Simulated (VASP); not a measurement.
Output of a VASP run:

### OUTCAR
```
 ion  position               nearest neighbor table
   1  0.000  0.000  0.000-   2 2.71   2 2.71   2 2.71   2 2.71
   2  0.250  0.250  0.250-   1 2.71   1 2.71   1 2.71   1 2.71
  LATTYP: Found a face centered cubic cell.
 ALAT       =     6.2546694230
 Subroutine PRICEL returns:
 Original cell was already a primitive cell.
 Subroutine GETGRP returns: Found 24 space group operations
The static configuration has the point symmetry T_d .
The dynamic configuration has the point symmetry T_d .
 Subroutine INISYM returns: Found 24 space group operations
 Subroutine IBZKPT returns following result:
 Found     47 irreducible k-points:

 Following reciprocal coordinates:
            Coordinates               Weight
  0.000000  0.000000  0.000000      1.000000
  0.100000  0.000000  0.000000      8.000000
  0.200000  0.000000  0.000000      8.000000
  0.300000  0.000000  0.000000      8.000000
  0.400000  0.000000  0.000000      8.000000
  0.500000  0.000000  0.000000      4.000000
  0.100000  0.100000  0.000000      6.000000
  0.200000  0.100000  0.000000     24.000000
  0.300000  0.100000  0.000000     24.000000
  0.400000  0.100000  0.000000     24.000000
  0.500000  0.100000  0.000000     24.000000
 -0.400000  0.100000  0.000000     24.000000
 -0.300000  0.100000  0.000000     24.000000
 -0.200000  0.100000  0.000000     24.000000
 -0.100000  0.100000  0.000000     12.000000
  0.200000  0.200000  0.000000      6.000000
  0.300000  0.200000  0.000000     24.000000
  0.400000  0.200000  0.000000     24.000000
  0.500000  0.200000  0.000000     24.000000
 -0.400000  0.200000  0.000000     24.000000
 -0.300000  0.200000  0.000000     24.000000
 -0.200000  0.200000  0.000000     12.000000
  0.300000  0.300000  0.000000      6.000000
  0.400000  0.300000  0.000000     24.000000
  0.500000  0.300000  0.000000     24.000000
 -0.400000  0.300000  0.000000     24.000000
 -0.300000  0.300000  0.000000     12.000000
  0.400000  0.400000  0.000000      6.000000
  0.500000  0.400000  0.000000     24.000000
 -0.400000  0.400000  0.000000     12.000000
  0.500000  0.500000  0.000000      3.000000
  0.300000  0.200000  0.100000     24.000000
  0.400000  0.200000  0.100000     48.000000
  0.500000  0.200000  0.100000     48.000000
 -0.400000  0.200000  0.100000     24.000000
  0.400000  0.300000  0.100000     24.000000
  0.500000  0.300000  0.100000     48.000000
 -0.400000  0.300000  0.100000     48.000000
 -0.300000  0.300000  0.100000     48.000000
 -0.200000  0.300000  0.100000     24.000000
   k-points           NKPTS =     47   k-points in BZ     NKDIM =     47   number of bands    NBANDS=     13
   number of dos      NEDOS =    301   number of ions     NIONS =      2
   total plane-waves  NPLWV =  46656
   dimension x,y,z NGX =    36 NGY =   36 NGZ =   36
   dimension x,y,z NGXF=    72 NGYF=   72 NGZF=   72
   ions per type =               1   1
   PREC   = accura    normal or accurate (medium, high low for compatibility)
   ISTART =      0    job   : 0-new  1-cont  2-samecut
   ICHARG =      2    charge: 1-file 2-atom 10-const
   ISPIN  =      1    spin polarized calculation?
   LNONCOLLINEAR =      F non collinear calculations
   LSORBIT =      F    spin-orbit coupling
   INIWAV =      1    electr: 0-lowe 1-rand  2-diag
   ENCUT  =  520.0 eV  38.22 Ry    6.18 a.u.   8.22  8.22  8.22*2*pi/ulx,y,z
   NELM   =    100;   NELMIN=  2; NELMDL= -5     # of ELM steps
   EDIFF  = 0.1E-06   stopping-criterion for ELM
   LREAL  =      F    real-space projection
   NLSPLINE    = F    spline interpolate recip. space projectors
   LMAXMIX     =    4 max onsite mixed and CHGCAR
   VOSKOWN=      0    Vosko Wilk Nusair interpolation
   EDIFFG = 0.1E-05   stopping-criterion for IOM
   NSW    =      0    number of steps for IOM
   NBLOCK =      1;   KBLOCK =      1    inner block; outer block
   IBRION =     -1    ionic relax: 0-MD 1-quasi-New 2-CG
...
```

OSZICAR:
```
       N       E                     dE             d eps       ncg     rms          rms(c)
DAV:   1     0.825486213182E+02    0.82549E+02   -0.87569E+03  1230   0.167E+03
DAV:   2     0.360000934456E+01   -0.78949E+02   -0.77137E+02  1347   0.312E+02
DAV:   3    -0.215800879450E+01   -0.57580E+01   -0.57181E+01  1522   0.731E+01
DAV:   4    -0.226457494951E+01   -0.10657E+00   -0.10648E+00  1421   0.110E+01
DAV:   5    -0.226751802551E+01   -0.29431E-02   -0.29430E-02  1558   0.162E+00    0.277E+00
DAV:   6    -0.222118669500E+01    0.46331E-01   -0.73815E-02  1597   0.491E+00    0.163E+00
DAV:   7    -0.220691025695E+01    0.14276E-01   -0.42556E-02  1481   0.208E+00    0.303E-01
DAV:   8    -0.220767020334E+01   -0.75995E-03   -0.43565E-03  1522   0.931E-01    0.654E-02
DAV:   9    -0.220807152339E+01   -0.40132E-03   -0.50239E-04  1317   0.193E-01    0.269E-02
DAV:  10    -0.220814351138E+01   -0.71988E-04   -0.99969E-05  1437   0.582E-02    0.755E-03
DAV:  11    -0.220814667043E+01   -0.31590E-05   -0.78017E-06  1315   0.257E-02    0.436E-03
DAV:  12    -0.220814780441E+01   -0.11340E-05   -0.29359E-06  1307   0.117E-02    0.347E-03
DAV:  13    -0.220814756411E+01    0.24030E-06   -0.19719E-07  1404   0.288E-03    0.721E-04
DAV:  14    -0.220814757343E+01   -0.93200E-08   -0.14425E-08   866   0.106E-03
   1 F= -.22081476E+01 E0= -.22082174E+01  d E =0.209541E-03
```

### OUTCAR
```
------------------------ aborting loop because EDIFF is reached ----------------------------------------
  FORCE on cell =-STRESS in cart. coord.  units (eV):
  Direction    XX          YY          ZZ          XY          YZ          ZX
  --------------------------------------------------------------------------------------
  Total       -0.9916146     -0.9916146     -0.9916146      0.0000000      0.0000000      0.0000000
  in kB      -25.9717017    -25.9717017    -25.9717017      0.0000000      0.0000000      0.0000000
  external PRESSURE =     -25.9717017 kB  Pullay stress =       0.0000000 kB
  volume of cell :       61.17
      direct lattice vectors                 reciprocal lattice vectors
     0.000000000  3.127334712  3.127334712    -0.159880552  0.159880552  0.159880552
     3.127334712  0.000000000  3.127334712     0.159880552 -0.159880552  0.159880552
     3.127334712  3.127334712  0.000000000     0.159880552  0.159880552 -0.159880552
  FREE ENERGIE OF THE ION-ELECTRON SYSTEM (eV)
  ---------------------------------------------------
  free  energy   TOTEN  =        -2.2081475734 eV

  energy  without entropy=       -2.2083571147  energy(sigma->0) =       -2.20821742
```
(Selected blocks of OUTCAR.)

**POSCAR**
```
GaSb
1
    0.0000000000     3.1273347115     3.1273347115
    3.1273347115     0.0000000000     3.1273347115
    3.1273347115     3.1273347115     0.0000000000
Ga Sb
1 1
Direct
  0.0000000000   0.0000000000   0.0000000000
  0.2500000000   0.2500000000   0.2500000000
```

Problem. Write an INCAR and KPOINTS that could have produced this output.

Solution. One answer among several that fit: the input of the run itself, vdW-DF-cx, plane waves, VASP's PBE PAW potentials (set 64).

INCAR:
```
SYSTEM=GaSb
PREC=Accurate; ENCUT=520; LREAL=F
LASPH=T
EDIFF=1E-7; NELM=100; ALGO=Normal
LMAXMIX=4
ISMEAR=1; SIGMA=0.1
GGA=CX; LUSE_VDW=T; AGGAC=0.0
ISIF=2
LWAVE=F; LCHARG=F
```

KPOINTS:
```
Automatic mesh
0
Gamma
10 10 10
0 0 0
```

POTCAR, in this order: Ga_d Sb (PBE.64 set). Program: vasp_std.

The compound is GaSb in the zinc blende structure. This cell is one point of a volume scan, at 1.06 of the reference volume.
